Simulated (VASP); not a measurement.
Data:

```
Lu
1.0
    1.73285    -3.00138     0.00000
    1.73285     3.00138     0.00000
    0.00000     0.00000     5.41170
Lu
2
Direct
  0.33333   0.66667   0.25000
  0.66667   0.33333   0.75000
```

All values below come from revTPSS meta-GGA, VASP's PBE PAW potentials (set 64) (plane waves; VASP). Run with 520 eV cut-off, 11×11×6 Γ-centred mesh, first-order Methfessel-Paxton smearing of 0.10 eV, potentials Lu_3.

### Question
What does the run give for the energy per atom (σ→0), band gap (on the k-mesh) with the smallest direct gap where there is one?

### Answer

The band gap (on the k-mesh) comes out as none (metal, semimetal or under 0.01 eV). The energy per atom (σ→0) is 31.812 eV/atom.

The absolute energy has meaning only against runs of the same code, potentials and settings.

The compound is Lu in the hcp structure. It was relaxed first. The start is the result of an earlier pass.
